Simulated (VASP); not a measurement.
# Zn2Ge3 (Pm-3m) in VASP: a series of runs

Runs on Zn2Ge3. Level: PBE. Tasks: relaxation of cell and atoms, single point.

Everything below comes from runs of VASP 6.6.1. Logs are shortened: lines on timing, memory, paths and dates and some standing lists are left out, and cuts for length are marked.

## (1) The cell of the first run

It takes space group Pm-3m (No. 221, cubic). The conventional cell has a = 4.650 Å, b = 4.650 Å, c = 4.650 Å, α = 90.00°, β = 90.00°, γ = 90.00°. Around Zn (site symmetry m-3m) lie 6 Ge at 2.33 Å. Zn (site symmetry m-3m) is surrounded by 12 Ge at 3.29 Å. Around Ge (site symmetry 4/mmm) lie 2 Zn at 2.33 Å.

The cell was built by a generator and needn't be a form met in nature.

## (2) Relaxation of cell and atoms, PBE (random cell by space group and Wyckoff sites (Pm-3m, No. 221))

File INCAR:

```
SYSTEM = Zn2Ge3
PREC = Accurate
ENCUT = 600
EDIFF = 1E-6
ISMEAR = 0
SIGMA = 0.1
LREAL = .False.
LASPH = .True.
NELM = 100
ALGO = Fast
ISIF = 3
LWAVE = .False.
LCHARG = .False.
GGA = PE
IBRION = 2
NSW = 90
EDIFFG = -0.04
```

File KPOINTS:

```
Automatic mesh
0
Gamma
  4 4 4
  0 0 0
```

File POSCAR:

```
Zn2Ge3
1.0
    4.6502358200      0.0000000000      0.0000000000
    0.0000000000      4.6502358200      0.0000000000
    0.0000000000      0.0000000000      4.6502358200
Zn Ge
2 3
Direct
    0.0000000000      0.0000000000      0.0000000000
    0.5000000000      0.5000000000      0.5000000000
    0.5000000000      0.0000000000      0.0000000000
    0.0000000000      0.5000000000      0.0000000000
    0.0000000000      0.0000000000      0.5000000000
```

Potentials or basis: VASP PAW PBE potentials, release 64 (Zn, Ge_d).

On the command line:

```sh
$ cat potpaw_PBE.64/Zn/POTCAR potpaw_PBE.64/Ge_d/POTCAR > POTCAR
$ mpirun -np 1 vasp_std > vasp.out
```

OUTCAR:

```text
SYSTEM = Zn2Ge3
   PREC = Accurate
   ENCUT = 600
   EDIFF = 1E-6
   ISMEAR = 0
   LREAL = .False.
   LASPH = .True.
   NELM = 100
   ISIF = 3
   GGA = PE
   IBRION = 2
   NSW = 90
   EDIFFG = -0.04

 ion  position               nearest neighbor table
   1  0.000  0.000  0.000-   3 2.33   4 2.33   5 2.33   5 2.33   4 2.33   3 2.33
   2  0.500  0.500  0.500-
   3  0.500  0.000  0.000-   1 2.33   1 2.33
   4  0.000  0.500  0.000-   1 2.33   1 2.33
   5  0.000  0.000  0.500-   1 2.33   1 2.33

  LATTYP: Found a simple cubic cell.
 ALAT       =     4.6502358200

  Lattice vectors:

 A1 = (   4.6502358200,   0.0000000000,   0.0000000000)
 A2 = (   0.0000000000,   4.6502358200,   0.0000000000)
 A3 = (   0.0000000000,   0.0000000000,   4.6502358200)

Analysis of symmetry for initial positions (statically):
=====================================================================
 Subroutine PRICEL returns:
 Original cell was already a primitive cell.

 Routine SETGRP: Setting up the symmetry group for a
 simple cubic supercell.

 Subroutine GETGRP returns: Found 48 space group operations
 (whereof 48 operations were pure point group operations)
 out of a pool of 48 trial point group operations.

The static configuration has the point symmetry O_h .

Analysis of symmetry for dynamics (positions and initial velocities):
=====================================================================
 Subroutine PRICEL returns:
 Original cell was already a primitive cell.

 Routine SETGRP: Setting up the symmetry group for a
 simple cubic supercell.

 Subroutine GETGRP returns: Found 48 space group operations
 (whereof 48 operations were pure point group operations)
 out of a pool of 48 trial point group operations.

The dynamic configuration has the point symmetry O_h .

 Subroutine INISYM returns: Found 48 space group operations
 (whereof 48 operations are pure point group operations),
 and found     1 'primitive' translations

----------------------------------------------------------------------------------------

                                     Primitive cell

  volume of cell :     100.5599

  direct lattice vectors                    reciprocal lattice vectors
     4.650235820  0.000000000  0.000000000     0.215042858  0.000000000  0.000000000
     0.000000000  4.650235820  0.000000000     0.000000000  0.215042858  0.000000000
     0.000000000  0.000000000  4.650235820     0.000000000  0.000000000  0.215042858

  length of vectors
     4.650235820  4.650235820  4.650235820     0.215042858  0.215042858  0.215042858

  position of ions in fractional coordinates (direct lattice)
     0.000000000  0.000000000  0.000000000
     0.500000000  0.500000000  0.500000000
     0.500000000  0.000000000  0.000000000
     0.000000000  0.500000000  0.000000000
     0.000000000  0.000000000  0.500000000

  ion indices of the primitive-cell ions
   primitive index   ion index
                 1           1
                 2           2
                 3           3
                 4           4
                 5           5

----------------------------------------------------------------------------------------

 KPOINTS: Automatic mesh

Automatic generation of k-mesh.
 Grid dimensions read from file:
 generate k-points for:    4    4    4

 Generating k-lattice:

  Cartesian coordinates                     Fractional coordinates (reciprocal lattice)
     0.053760714  0.000000000  0.000000000     0.250000000  0.000000000  0.000000000
     0.000000000  0.053760714  0.000000000     0.000000000  0.250000000  0.000000000
     0.000000000  0.000000000  0.053760714     0.000000000  0.000000000  0.250000000

  Length of vectors
     0.053760714  0.053760714  0.053760714

  Shift w.r.t. Gamma in fractional coordinates (k-lattice)
     0.000000000  0.000000000  0.000000000

 Subroutine IBZKPT returns following result:
 ===========================================

 Found     10 irreducible k-points:

 Following reciprocal coordinates:
            Coordinates               Weight
  0.000000  0.000000  0.000000      1.000000
  0.250000  0.000000  0.000000      6.000000
  0.500000  0.000000  0.000000      3.000000
  0.250000  0.250000  0.000000     12.000000
  0.500000  0.250000  0.000000     12.000000
  0.500000  0.500000  0.000000      3.000000
  0.250000  0.250000  0.250000      8.000000
  0.500000  0.250000  0.250000     12.000000
  0.500000  0.500000  0.250000      6.000000
  0.500000  0.500000  0.500000      1.000000
   k-points           NKPTS =     10   k-points in BZ     NKDIM =     10   number of bands    NBANDS=     39
   number of dos      NEDOS =    301   number of ions     NIONS =      5
   total plane-waves  NPLWV =  64000
   dimension x,y,z NGX =    40 NGY =   40 NGZ =   40
   dimension x,y,z NGXF=    80 NGYF=   80 NGZF=   80
   ions per type =               2   3
   NGX,Y,Z   is equivalent  to a cutoff of  14.30, 14.30, 14.30 a.u.
   NGXF,Y,Z  is equivalent  to a cutoff of  28.60, 28.60, 28.60 a.u.
 SYSTEM =  Zn2Ge3
   PREC   = accura    normal or accurate (medium, high low for compatibility)
   ISTART =      0    job   : 0-new  1-cont  2-samecut
   ICHARG =      2    charge: 1-file 2-atom 10-const
   ISPIN  =      1    spin polarized calculation?
   LNONCOLLINEAR =      F non collinear calculations
   LSORBIT =      F    spin-orbit coupling
   LASPH  =      T    aspherical Exc in radial PAW
   ENCUT  =  600.0 eV  44.10 Ry    6.64 a.u.   9.29  9.29  9.29*2*pi/ulx,y,z
   NELM   =    100;   NELMIN=  2; NELMDL= -5     # of ELM steps
   EDIFF  = 0.1E-05   stopping-criterion for ELM
   LREAL  =      F    real-space projection
   EDIFFG = -.4E-01   stopping-criterion for IOM
   NSW    =     90    number of steps for IOM
   IBRION =      2    ionic relax: 0-MD 1-quasi-New 2-CG
   NFREE  =      1    steps in history (QN), initial steepest desc. (CG)
   ISIF   =      3    stress and relaxation
   ISYM   =      2    0-nonsym 1-usesym 2-fastsym
   POTIM  = 0.5000    time-step for ionic-motion
   TEBEG  =    0.0;   TEEND  =   0.0 temperature during run
   PSTRESS=    0.0 pullay stress
   NELECT =      66.0000    total number of electrons
   NUPDOWN=      -1.0000    fix difference up-down
   EMIN   =  10.00;   EMAX   =-10.00  energy-range for DOS
   EFERMI =   0.00;   METHOD = LEGACY
   ISMEAR =     0;   SIGMA  =   0.10  broadening in eV -4-tet -1-fermi 0-gaus
   EFERMI_NEDOS =   21; number of points for ismear=-14 and -15
   IALGO  =     68    algorithm
   IMIX   =      4    mixing-type and parameters
     AMIX     =   0.40;   BMIX     =  1.00
     AMIX_MAG =   1.60;   BMIX_MAG =  1.00
  volume/ion in A,a.u.               =      20.11       135.72
  Fermi-wavevector in a.u.,A,eV,Ry     =   1.422704  2.688520 27.539364  2.024086
  Thomas-Fermi vector in A             =   2.543379
   LORBIT       =      0    0 simple, 1 ext, 2 COOP (PROOUT), +10 PAW based schemes
   GGA     = PE    functional components
   LHFCALC =     F    Hartree Fock is set to
   AEXX    =    0.0000 exact exchange contribution
   IVDW    =     0    specifies the selected vdW correction
   LEPSILON=     F    determine dielectric tensor
   LRPA    =     F    only Hartree local field effects (RPA)
 conjugate gradient relaxation of ions
 non-spin polarized calculation
 RMM-DIIS sequential band-by-band and
 Gauss-broadening in eV      SIGMA  =   0.10
  energy-cutoff  :      600.00
  volume of cell :      100.56
 maximum number of plane-waves:      3407
 NGX is ok and might be reduce to    40
   NGX = 19   NGY = 19   NGZ = 19

--------------------------------------- Ionic step        1  -------------------------------------------

 number of electron      66.0000060 magnetization

 Free energy of the ion-electron system (eV)
  ---------------------------------------------------
  ext. energy  EPLUGINS =         0.00000000
  ---------------------------------------------------
  free energy    TOTEN  =       -11.82626947 eV

  energy without entropy =      -11.81530578  energy(sigma->0) =      -11.82078762

 E-fermi :   4.2720     XC(G=0): -10.5192

 val. band max:        4.2412413377   @ k =   0.5000   0.2500   0.2500
 cond. band min:       4.4026132992   @ k =   0.5000   0.0000   0.0000
 fundamental gap:      0.1613719614
 Fermi energy:         4.2720197185

 k-point     1 :       0.0000    0.0000    0.0000
  band No.  band energies     occupation
      1     -20.7159      2.00000
      2     -20.6807      2.00000
      3     -20.6807      2.00000
      4     -20.6807      2.00000
      5     -20.6788      2.00000
      6     -20.6788      2.00000
[... 31 lines left out ...]
     38       6.1077      0.00000
     39       7.8518      0.00000
[... 437 lines left out ...]
 POSITION                                       TOTAL-FORCE (eV/Angst)
 -----------------------------------------------------------------------------------
      0.00000      0.00000      0.00000        -0.000000      0.000000      0.000000
      2.45123      2.45123      2.45123         0.000000      0.000000      0.000000
      2.45123      0.00000      0.00000        -0.000000      0.000000      0.000000
      0.00000      2.45123      0.00000        -0.000000     -0.000000      0.000000
     -0.00000      0.00000      2.45123         0.000000      0.000000      0.000000
 -----------------------------------------------------------------------------------
    total drift:                               -0.000000      0.000000     -0.000000

  FREE ENERGIE OF THE ION-ELECTRON SYSTEM (eV)
  ---------------------------------------------------
  free  energy   TOTEN  =       -12.1895976751 eV

  energy  without entropy=      -12.1691435737  energy(sigma->0) =      -12.17937062

--------------------------------------- Ionic step        3  -------------------------------------------

 number of electron      66.0000042 magnetization

 Free energy of the ion-electron system (eV)
  ---------------------------------------------------
  ext. energy  EPLUGINS =         0.00000000
  ---------------------------------------------------
  free energy    TOTEN  =       -12.19378860 eV

  energy without entropy =      -12.17553420  energy(sigma->0) =      -12.18466140

 E-fermi :   3.0804     XC(G=0):  -9.8602

 val. band max:        3.0246618883   @ k =   0.5000   0.2500   0.0000
 cond. band min:       3.2072433203   @ k =   0.5000   0.2500   0.0000
 fundamental gap:      0.1825814320
 Fermi energy:         3.0803697990

 k-point     1 :       0.0000    0.0000    0.0000
  band No.  band energies     occupation
      1     -21.7641      2.00000
      2     -21.7641      2.00000
      3     -21.7587      2.00000
      4     -21.7587      2.00000
      5     -21.7587      2.00000
      6     -21.7469      2.00000
[... 31 lines left out ...]
     38       4.8591      0.00000
     39       5.6161      0.00000
[... 389 lines left out ...]
 VOLUME and BASIS-vectors are now :
 -----------------------------------------------------------------------------
  energy-cutoff  :      600.00
  volume of cell :      115.77
      direct lattice vectors                 reciprocal lattice vectors
     4.873756141  0.000000000  0.000000000     0.205180557 -0.000000000  0.000000000
     0.000000000  4.873756141  0.000000000    -0.000000000  0.205180557 -0.000000000
    -0.000000000  0.000000000  4.873756141    -0.000000000 -0.000000000  0.205180557

 POSITION                                       TOTAL-FORCE (eV/Angst)
 -----------------------------------------------------------------------------------
      0.00000      0.00000      0.00000        -0.000000      0.000000      0.000000
      2.43688      2.43688      2.43688         0.000000      0.000000      0.000000
      2.43688      0.00000      0.00000        -0.000000      0.000000      0.000000
      0.00000      2.43688      0.00000        -0.000000     -0.000000      0.000000
     -0.00000      0.00000      2.43688         0.000000      0.000000      0.000000
 -----------------------------------------------------------------------------------
    total drift:                               -0.000000      0.000000     -0.000000

  FREE ENERGIE OF THE ION-ELECTRON SYSTEM (eV)
  ---------------------------------------------------
  free  energy   TOTEN  =       -12.1937885995 eV

  energy  without entropy=      -12.1755341974  energy(sigma->0) =      -12.18466140

 reached required accuracy - stopping structural energy minimisation
```

Run time: 2.8 min. Hardware: 1 thread of Intel Xeon Platinum 8488C (Sapphire Rapids), shared host; peak memory 0.26 GiB.

What came out:

| Property | Result |
| --- | --- |
| Free energy | -12.1938 eV |
| Relaxed volume | 23.15 Å³/atom |
| Relaxed cell | a = 4.874 Å, b = 4.874 Å, c = 4.874 Å, α = 90.00°, β = 90.00°, γ = 90.00° |
| Space group after relaxing (to 0.05 Å) | Pm-3m (No. 221) |
| Energy gained by relaxing | 73.5 meV/atom |
| Ionic steps | 3 |
| Pressure after relaxing | 0.1 GPa |
| Band gap on the k mesh | none (metal or under the smearing width) |

Step by step:
| step | energy change (eV) | largest force (eV/Å) | pressure (GPa) | volume (Å³) |
| --- | --- | --- | --- | --- |
| 1 | 0.0000 | 0.0000 | 8.96 | 100.56 |
| 2 | -0.3633 | 0.0000 | -0.68 | 117.83 |
| 3 | -0.3675 | 0.0000 | 0.09 | 115.77 |

Final structure:
```yaml
crystal:
  lattice:
    - [4.87376, 0.00000, 0.00000]
    - [0.00000, 4.87376, 0.00000]
    - [0.00000, 0.00000, 4.87376]
  atoms:
    - { symbol: Zn, position: [0.00000, 0.00000, 0.00000] }
    - { symbol: Zn, position: [0.50000, 0.50000, 0.50000] }
    - { symbol: Ge, position: [0.50000, 0.00000, 0.00000] }
    - { symbol: Ge, position: [0.00000, 0.50000, 0.00000] }
    - { symbol: Ge, position: [0.00000, 0.00000, 0.50000] }
```

Levels at points of the mesh, in eV from the Fermi level:
```csv
k point,band 31,band 32,band 33,band 34,band 35,band 36
"(0.00, 0.00, 0.00)",-3.63,-2.48,1.63,1.63,1.63,1.78
"(0.50, 0.00, 0.00)",-2.64,-1.69,-0.34,-0.34,0.35,2.25
"(0.50, 0.50, 0.00)",-2.23,-0.31,-0.31,0.35,0.35,1.10
"(0.50, 0.50, 0.50)",-2.84,-2.84,-2.46,3.69,3.69,4.16
```

Caveat: the volume moved by over 15 % at a fixed basis, so the end points are rough.

## (3) Single point, PBE (random cell by space group and Wyckoff sites (Pm-3m, No. 221))

File INCAR:

```
SYSTEM = Zn2Ge3
PREC = Accurate
ENCUT = 520
EDIFF = 1E-7
ISMEAR = 0
SIGMA = 0.1
LREAL = .FALSE.
LASPH = .TRUE.
NELM = 100
ALGO = Fast
ISIF = 2
LWAVE = .FALSE.
LCHARG = .FALSE.
GGA = PE
NBANDS = 41
```

File KPOINTS:

```
Automatic mesh
0
G
  4 4 4
  0 0 0
```

POSCAR is that of step 2.

Potentials or basis: VASP PAW PBE potentials, release 64 (Zn, Ge_d).

On the command line:

```sh
$ cat potpaw_PBE.64/Zn/POTCAR potpaw_PBE.64/Ge_d/POTCAR > POTCAR
$ mpirun -np 1 vasp_std > vasp.out
```

Run time: 40 s. Hardware: 1 thread of Intel Xeon Platinum 8488C (Sapphire Rapids), shared host; peak memory 0.21 GiB.

It converged, with:

```yaml
Free_energy: -11.8265 eV
Pressure: 8.9 GPa
Band_gap_on_the_k_mesh: none (metal or under the smearing width)
```

Levels at points of the mesh, in eV from the Fermi level:
```csv
k point,band 30,band 31,band 32,band 33,band 34,band 35,band 36,band 37
"(0.00, 0.00, 0.00)",-4.33,-4.33,-2.71,1.69,1.69,1.69,1.84,1.84
"(0.50, 0.00, 0.00)",-3.44,-2.72,-1.66,-0.66,-0.66,0.13,2.45,2.45
"(0.50, 0.50, 0.00)",-2.94,-2.71,-0.43,-0.43,0.21,0.21,1.33,2.78
"(0.50, 0.50, 0.50)",-3.48,-3.48,-3.48,-2.75,4.27,4.27,4.75,4.75
```
